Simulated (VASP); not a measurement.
# A vacancy on the Ti site in Ti3InP, part 4 of 5

How easily does a vacancy on the Ti site form in Ti3InP? The host is relaxed first, then a supercell is run with and without the defect. The cell takes the structure of InCo3N from the Materials Project database, with elements swapped. The cell is invented: it takes the structure of a Materials Project entry for InCo3N (space group 221 there), with some of its atoms replaced by other elements, volume scaled by an estimate. It may not be a known or stable phase.

VASP 6.6.1, plane waves and PAW; the level of theory is named at each step.

So far. Step 3 (Relax the host again, on a new basis): The run ended after 3 ionic steps, 0.000 eV below its first step, once forces and stress met EDIFFG = -0.02. Step 4 (The supercell without the defect): The host is treated as a metal, as its relaxation found a gap under 0.3 eV or none, and only the neutral defect is run.

### 5. Reference Ti

This step: PBE; plane waves and PAW (Ti) (VASP 6.6.1).

System of this step: Ti. It takes space group P6_3/mmc (No. 194, hexagonal). The conventional cell has a = 2.950 Å, b = 2.950 Å, c = 4.685 Å, α = 90.00°, β = 90.00°, γ = 120.00°. Nearest to Ti lie 12 Ti at 2.90 to 2.95 Å.

The reference for Ti is its crystal, relaxed at the cutoff of the large cell.

INCAR reads:

```
SYSTEM = Ti
PREC = Normal
ENCUT = 300
EDIFF = 1E-05
NELM = 120
ISMEAR = 1
SIGMA = 0.1
LREAL = Auto
ALGO = Fast
GGA = PE
NBANDS = 10
LORBIT = 11
LWAVE = .FALSE.
LCHARG = .FALSE.
IBRION = 2
NSW = 25
ISIF = 3
EDIFFG = -0.02
POTIM = 0.4
```

POSCAR reads:

```
Ti
1.0
    2.9500000000      0.0000000000      0.0000000000
   -1.4750000000      2.5547749412      0.0000000000
    0.0000000000      0.0000000000      4.6846000000
Ti
2
Direct
    0.0000000000      0.0000000000      0.0000000000
    0.3333333333      0.6666666667      0.5000000000
```

KPOINTS reads:

```
Automatic mesh
0
Gamma
10 10 6
0 0 0
```

The projector-augmented-wave data sets are Ti (PBE family, release 64).

Command:

```bash
export OMP_NUM_THREADS=5
mpirun -np 1 vasp_std
```

The log of the run:

```text
[banner, memory and clock lines left out]
running    1 mpi-ranks, on    1 nodes
 distrk:  each k-point on    1 cores,    1 groups
 distr:  one band on    1 cores,    1 groups
 Offloading initialized ...    1 GPUs detected
 POSCAR found type information on POSCAR Ti
 POSCAR found :  1 types and       2 ions
|                                                                             |
|               ----> ADVICE to this user running VASP <----                  |
|                                                                             |
|     You have a (more or less) 'small supercell' and for smaller cells       |
|     it is recommended to use the reciprocal-space projection scheme!        |
|     The real-space optimization is not efficient for small cells and it     |
|     is also less accurate ...                                               |
|     Therefore, set LREAL=.FALSE. in the INCAR file.                         |
|                                                                             |

 LDA part: xc-table for (Slater+PW92), standard interpolation
 POSCAR, INCAR and KPOINTS ok, starting setup
 FFT: planning ... GRIDC
 FFT: planning ... GRID_SOFT
 FFT: planning ... GRID
 WAVECAR not read
 entering main loop
       N       E                     dE             d eps       ncg     rms          rms(c)
DAV:   1     0.512551019324E+01    0.51255E+01   -0.23576E+03  1120   0.454E+02
DAV:   2    -0.169313684530E+02   -0.22057E+02   -0.21114E+02  1138   0.919E+01
DAV:   3    -0.177501892376E+02   -0.81882E+00   -0.80187E+00  1576   0.194E+01
DAV:   4    -0.177588001302E+02   -0.86109E-02   -0.85767E-02  1366   0.175E+00
DAV:   5    -0.177588227384E+02   -0.22608E-04   -0.22606E-04  1328   0.750E-02    0.151E+01
RMM:   6    -0.157276254197E+02    0.20312E+01   -0.38235E+00  1120   0.186E+01    0.391E+00
RMM:   7    -0.155026595899E+02    0.22497E+00   -0.18723E+00  1121   0.887E+00    0.117E+00
RMM:   8    -0.155073332979E+02   -0.46737E-02   -0.26975E-01  1120   0.516E+00    0.703E-01
RMM:   9    -0.155121974246E+02   -0.48641E-02   -0.11119E-01  1121   0.212E+00    0.499E-01
RMM:  10    -0.155098737721E+02    0.23237E-02   -0.29816E-02  1120   0.172E+00    0.790E-02
RMM:  11    -0.155102050359E+02   -0.33126E-03   -0.44757E-03  1128   0.289E-01    0.246E-02
RMM:  12    -0.155102090560E+02   -0.40201E-05   -0.27818E-04  1105   0.938E-02    0.402E-02
RMM:  13    -0.155102118756E+02   -0.28196E-05   -0.42178E-05   935   0.408E-02
   1 F= -.15510212E+02 E0= -.15509604E+02  d E =-.155102E+02
 curvature:   0.00 expect dE= 0.000E+00 dE for cont linesearch  0.000E+00
 trial: gam= 0.00000 g(F)=  0.146E-45 g(S)=  0.314E-01 ort = 0.000E+00 (trialstep = 0.100E+01)
 search vector abs. value=  0.314E-01
 bond charge predicted
       N       E                     dE             d eps       ncg     rms          rms(c)
DAV:   1    -0.155296428415E+02   -0.19434E-01   -0.78427E-01  1128   0.893E+00    0.133E+00
RMM:   2    -0.155210701366E+02    0.85727E-02   -0.14594E-02  1120   0.108E+00    0.499E-01
RMM:   3    -0.155199187468E+02    0.11514E-02   -0.64708E-03  1120   0.435E-01    0.812E-02
RMM:   4    -0.155199225438E+02   -0.37970E-05   -0.72510E-04  1121   0.247E-01    0.114E-01
RMM:   5    -0.155216988769E+02   -0.17763E-02   -0.70590E-03  1322   0.687E-01    0.493E-01
RMM:   6    -0.155199259747E+02    0.17729E-02   -0.53006E-03  1265   0.667E-01    0.324E-01
RMM:   7    -0.155199097007E+02    0.16274E-04   -0.14452E-04  1117   0.859E-02    0.142E-01
RMM:   8    -0.155199063595E+02    0.33412E-05   -0.42418E-05   973   0.372E-02
   2 F= -.15519906E+02 E0= -.15519210E+02  d E =-.969448E-02
[...]
3 F= -.15521761E+02 E0= -.15521069E+02  d E =-.115493E-01
[...]
4 F= -.15521761E+02 E0= -.15521069E+02  d E =-.115493E-01
[...]
5 F= -.15521906E+02 E0= -.15521236E+02  d E =-.145284E-03
 ZBRENT: can't locate minimum, use default step
 trial-energy change:   -0.000145  1 .order   -0.000152   -0.000173   -0.000132
 step:   3.7858(harm=  4.0169)  dis= 0.00000  next Energy=   -15.522128 (dE=-0.367E-03)
 bond charge predicted
       N       E                     dE             d eps       ncg     rms          rms(c)
DAV:   1    -0.155221634346E+02   -0.24791E-03   -0.27980E-02  1120   0.102E+00    0.641E-02
RMM:   2    -0.155220838666E+02    0.79568E-04   -0.10582E-04  1096   0.901E-02    0.349E-02
RMM:   3    -0.155220545049E+02    0.29362E-04   -0.35413E-05   988   0.364E-02    0.360E-03
RMM:   4    -0.155220544150E+02    0.89922E-07   -0.38466E-06   648   0.116E-02
   6 F= -.15522054E+02 E0= -.15521516E+02  d E =-.293231E-03
 curvature:  -2.09 expect dE=-0.881E-04 dE for cont linesearch -0.372E-05
 trial: gam= 0.07229 g(F)=  0.368E-61 g(S)=  0.421E-04 ort =-0.184E-04 (trialstep = 0.151E+01)
 search vector abs. value=  0.404E-04
 reached required accuracy - stopping structural energy minimisation
```

The job ended after 5.1 min (1 × NVIDIA H100 80GB HBM3, 81559 MiB with 1 MPI rank of AMD EPYC 7R13 (Zen 3), card shared with another run, shared host; peak memory 1.7 GiB).

From OUTCAR (step 5):

```text
   k-points           NKPTS =     56   k-points in BZ     NKDIM =     56   number of bands    NBANDS=     10

   ENCUT  =  300.0 eV  22.05 Ry    4.70 a.u.   4.17  4.17  6.62*2*pi/ulx,y,z

   NELECT =       8.0000    total number of electrons

 E-fermi :   3.1375

 k-point     1 :       0.0000    0.0000    0.0000
  band No.  band energies     occupation
      1      -2.9963      2.00000
      2       0.4675      2.00000
      3       3.9025     -0.00000
      4       3.9025     -0.00000
      5       4.0095     -0.00000
      6       4.0643     -0.00000
      7       4.4184     -0.00000
    ...

  Total        0.0232049      0.0232049      0.0332393      0.0000000     -0.0000000      0.0000000
  in kB        1.0869823      1.0869823      1.5570211      0.0000000     -0.0000000      0.0000000
  external PRESSURE =       1.2436619 kB  Pullay stress =       0.0000000 kB

 POSITION                                       TOTAL-FORCE (eV/Angst)
 -----------------------------------------------------------------------------------
      0.00000      0.00000      0.00000         0.000000      0.000000     -0.000000
     -0.00000      1.69103      2.30187         0.000000      0.000000      0.000000
 -----------------------------------------------------------------------------------
    total drift:                               -0.000000      0.000000     -0.000000

  FREE ENERGIE OF THE ION-ELECTRON SYSTEM (eV)
  ---------------------------------------------------
  free  energy   TOTEN  =       -15.5220544150 eV

  energy  without entropy=      -15.5204404837  energy(sigma->0) =      -15.52151644

[... 1 part as in an earlier step ...]

[... 15 further parts left out ...]
```

The data set Ti keeps the semicore shell frozen, which is cheaper and a little less accurate. The run keeps the 24 symmetry operations of its start, so it cannot find a distortion of lower symmetry.

Relaxation path:

| step | energy less that of the first step (eV) | largest force (eV/Å) | pressure (GPa) | volume (Å³) |
| --- | --- | --- | --- | --- |
| 1 | 0.0000 | 0.0000 | -3.33 | 35.31 |
| 2 | -0.0097 | 0.0000 | 1.60 | 33.83 |
| 3 | -0.0115 | 0.0000 | 0.00 | 34.24 |
| 4 | -0.0115 | 0.0000 | 0.13 | 34.22 |
| 5 | -0.0117 | 0.0000 | 0.12 | 34.21 |
| 6 | -0.0118 | 0.0000 | 0.12 | 34.20 |

| conventional cell, symmetrised | before | after | change |
| --- | --- | --- | --- |
| a (Å) | 2.950 | 2.929 | -0.7 % |
| b (Å) | 2.950 | 2.929 | -0.7 % |
| c (Å) | 4.685 | 4.604 | -1.7 % |
| volume (Å³/atom) | 17.65 | 17.10 | -3.1 % |

Final coordinates:

```
Ti
1.0
     2.92896    0.00000    0.00000
    -1.46448    2.53655    0.00000
     0.00000    0.00000    4.60374
Ti
2
Direct
  0.00000 0.00000 0.00000
  0.33333 0.66667 0.50000
```

Numbers from this step:

```yaml
electronic_cycles: 34
electrons: 8
free_energy_toten: -15.52 eV
energy_at_zero_smearing: -15.52 eV
fermi_energy: 3.138 eV
```

The run ended after 6 ionic steps, 0.012 eV below its first step, once forces and stress met EDIFFG = -0.02.

Energy at zero smearing: -15.52152 eV.

### 6. Relaxing the defect

This step: PBE; plane waves and PAW (In, Ti, P) (VASP 6.6.1).

System of this step: Ti47In16P16. The cell holds 79 atoms: 16 In, 47 Ti and 16 P. Cell: a = 12.959 Å, b = 12.959 Å, c = 12.959 Å, α = 60.0°, β = 60.0°, γ = 60.0°. It derives from Ti3InP. It takes the structure of a Materials Project entry for InCo3N (space group 221 there), with some of its atoms replaced by other elements, volume scaled by an estimate. Nearest the centre at fractional (0.000, 0.000, 0.250): P64 at 2.29 Å, P76 at 2.29 Å, In8 at 3.24 Å, In1 at 3.24 Å, Ti32 at 3.24 Å, Ti44 at 3.24 Å, Ti40 at 3.24 Å, In4 at 3.24 Å.

The host is treated as a metal, since its gap is under 0.3 eV or closed. The run keeps 16 symmetry operations, which cuts the number of k-points but bars distortions that break them. The atoms relax at the host's fixed cell.

INCAR reads:

```
SYSTEM = Ti47In16P16
PREC = Normal
ENCUT = 300
EDIFF = 1E-05
NELM = 120
ISMEAR = 1
SIGMA = 0.2
LREAL = Auto
ALGO = Fast
GGA = PE
LORBIT = 11
LWAVE = False
LCHARG = .TRUE.
IBRION = 2
NSW = 50
ISIF = 2
EDIFFG = -0.03
POTIM = 0.4
MAXMIX = 40
ISYM = 2
```

POSCAR reads:

```
Ti47In16P16
1.0
    0.0000000000      9.1633453034      9.1633453034
    9.1633453034      0.0000000000      9.1633453034
    9.1633453034      9.1633453034      0.0000000000
In Ti P
16 47 16
Direct
    0.0000000000      0.0000000000      0.0000000000
    0.5000000000      0.0000000000      0.0000000000
    0.0000000000      0.5000000000      0.0000000000
    0.0000000000      0.0000000000      0.5000000000
    0.2500000000      0.2500000000      0.2500000000
    0.5000000000      0.5000000000      0.0000000000
    0.5000000000      0.0000000000      0.5000000000
    0.7500000000      0.2500000000      0.2500000000
    0.0000000000      0.5000000000      0.5000000000
    0.2500000000      0.7500000000      0.2500000000
    0.2500000000      0.2500000000      0.7500000000
    0.5000000000      0.5000000000      0.5000000000
    0.7500000000      0.7500000000      0.2500000000
    0.7500000000      0.2500000000      0.7500000000
    0.2500000000      0.7500000000      0.7500000000
    0.7500000000      0.7500000000      0.7500000000
    0.5000000000      0.0000000000      0.2500000000
    0.0000000000      0.5000000000      0.2500000000
    0.0000000000      0.0000000000      0.7500000000
    0.2500000000      0.2500000000      0.5000000000
    0.5000000000      0.5000000000      0.2500000000
    0.5000000000      0.0000000000      0.7500000000
    0.7500000000      0.2500000000      0.5000000000
    0.0000000000      0.5000000000      0.7500000000
    0.2500000000      0.7500000000      0.5000000000
    0.2500000000      0.2500000000      0.0000000000
    0.5000000000      0.5000000000      0.7500000000
    0.7500000000      0.7500000000      0.5000000000
    0.7500000000      0.2500000000      0.0000000000
    0.2500000000      0.7500000000      0.0000000000
    0.7500000000      0.7500000000      0.0000000000
    0.0000000000      0.2500000000      0.0000000000
    0.5000000000      0.2500000000      0.0000000000
    0.0000000000      0.7500000000      0.0000000000
    0.0000000000      0.2500000000      0.5000000000
    0.2500000000      0.5000000000      0.2500000000
    0.5000000000      0.7500000000      0.0000000000
    0.5000000000      0.2500000000      0.5000000000
    0.7500000000      0.5000000000      0.2500000000
    0.0000000000      0.7500000000      0.5000000000
    0.2500000000      0.0000000000      0.2500000000
    0.2500000000      0.5000000000      0.7500000000
    0.5000000000      0.7500000000      0.5000000000
    0.7500000000      0.0000000000      0.2500000000
    0.7500000000      0.5000000000      0.7500000000
    0.2500000000      0.0000000000      0.7500000000
    0.7500000000      0.0000000000      0.7500000000
    0.2500000000      0.0000000000      0.0000000000
    0.7500000000      0.0000000000      0.0000000000
    0.2500000000      0.5000000000      0.0000000000
    0.2500000000      0.0000000000      0.5000000000
    0.5000000000      0.2500000000      0.2500000000
    0.7500000000      0.5000000000      0.0000000000
    0.7500000000      0.0000000000      0.5000000000
    0.0000000000      0.2500000000      0.2500000000
    0.2500000000      0.5000000000      0.5000000000
    0.5000000000      0.7500000000      0.2500000000
    0.5000000000      0.2500000000      0.7500000000
    0.7500000000      0.5000000000      0.5000000000
    0.0000000000      0.7500000000      0.2500000000
    0.0000000000      0.2500000000      0.7500000000
    0.5000000000      0.7500000000      0.7500000000
    0.0000000000      0.7500000000      0.7500000000
    0.1250000000      0.1250000000      0.1250000000
    0.6250000000      0.1250000000      0.1250000000
    0.1250000000      0.6250000000      0.1250000000
    0.1250000000      0.1250000000      0.6250000000
    0.3750000000      0.3750000000      0.3750000000
    0.6250000000      0.6250000000      0.1250000000
    0.6250000000      0.1250000000      0.6250000000
    0.8750000000      0.3750000000      0.3750000000
    0.1250000000      0.6250000000      0.6250000000
    0.3750000000      0.8750000000      0.3750000000
    0.3750000000      0.3750000000      0.8750000000
    0.6250000000      0.6250000000      0.6250000000
    0.8750000000      0.8750000000      0.3750000000
    0.8750000000      0.3750000000      0.8750000000
    0.3750000000      0.8750000000      0.8750000000
    0.8750000000      0.8750000000      0.8750000000
```

KPOINTS reads:

```
Automatic mesh
0
Gamma
2 2 2
0 0 0
```

PAW data sets: In, Ti and P (PBE family, release 64).

The log of the run:

```text
[banner, memory and clock lines left out]
running    1 mpi-ranks, on    1 nodes
[...]
Offloading initialized ...    1 GPUs detected
[...]
LDA part: xc-table for (Slater+PW92), standard interpolation
 POSCAR, INCAR and KPOINTS ok, starting setup
[...]
entering main loop
       N       E                     dE             d eps       ncg     rms          rms(c)
DAV:   1     0.149304487757E+04    0.14930E+04   -0.72631E+04  1584   0.870E+02
DAV:   2    -0.244147336896E+03   -0.17372E+04   -0.16852E+04  1584   0.252E+02
DAV:   3    -0.595143768473E+03   -0.35100E+03   -0.34046E+03  2360   0.108E+02
DAV:   4    -0.617351503002E+03   -0.22208E+02   -0.21683E+02  2160   0.289E+01
[...]
RMM:  61    -0.518766342597E+03    0.10525E-04    0.10418E-04   438   0.120E-03    0.293E-03
RMM:  62    -0.518766332346E+03    0.10251E-04    0.10160E-04   419   0.118E-03    0.296E-03
RMM:  63    -0.518766322423E+03    0.99230E-05    0.98323E-05   422   0.119E-03
   1 F= -.51876632E+03 E0= -.51879826E+03  d E =-.518766E+03
[... from here on, the cycles between the ionic steps are left out ...]
   2 F= -.51909589E+03 E0= -.51912791E+03  d E =-.329563E+00
   4 F= -.51922645E+03 E0= -.51925682E+03  d E =-.460126E+00
   7 F= -.51996419E+03 E0= -.51999054E+03  d E =-.280618E+00
  10 F= -.52044715E+03 E0= -.52044670E+03  d E =-.703772E-01
  13 F= -.52051958E+03 E0= -.52052088E+03  d E =-.699276E-01
  16 F= -.52072779E+03 E0= -.52074387E+03  d E =-.428326E-01
  19 F= -.52094403E+03 E0= -.52096060E+03  d E =-.154811E+00
  22 F= -.52107306E+03 E0= -.52109165E+03  d E =-.124477E+00
  25 F= -.52111313E+03 E0= -.52112956E+03  d E =-.393064E-01
  28 F= -.52113241E+03 E0= -.52114725E+03  d E =-.816326E-02
  31 F= -.52113668E+03 E0= -.52115109E+03  d E =-.267501E-02
  34 F= -.52114883E+03 E0= -.52116349E+03  d E =-.118274E-01
  35 F= -.52116233E+03 E0= -.52117719E+03  d E =-.253271E-01
[...]
hard stop encountered!  aborting job ...
[...]
|     The electronic self-consistency was not achieved in the given           |
[...]
soft stop encountered!  aborting job ...
  36 F= -.52121166E+03 E0= -.52122263E+03  d E =0.329248E-01
 deleting file STOPCAR
```

It took 51 min on 1 × NVIDIA H100 80GB HBM3, 81559 MiB with 1 MPI rank; peak memory 2.1 GiB.

The stop cut the electronic loop of the last step short, so that step is set aside; the step before it may be unsound too where the loop had begun to diverge.

The run met its time limit with a largest force of 0.14 eV/Å at its last finished step, so it is continued.

(Part 4 of 5 ends here.)

[Lines on the potential files, build, host, timing and source positions are cut from VASP's logs without a mark.]

[Logs are printed without paths, hosts, clocks, repeated set-up lines and the standing remarks that a program may print on its own settings, such as how far it seeks lower states.]

[Hosts, paths, dates, database ids (printed as entryN), source tags and the programs' standing remarks are cut or masked in the printed files.]

[In band tables of VASP the shares of atoms and orbitals are scaled to a sum of 1 inside the atoms' spheres.]

[Runs that stopped without an error message from VASP are left out.]
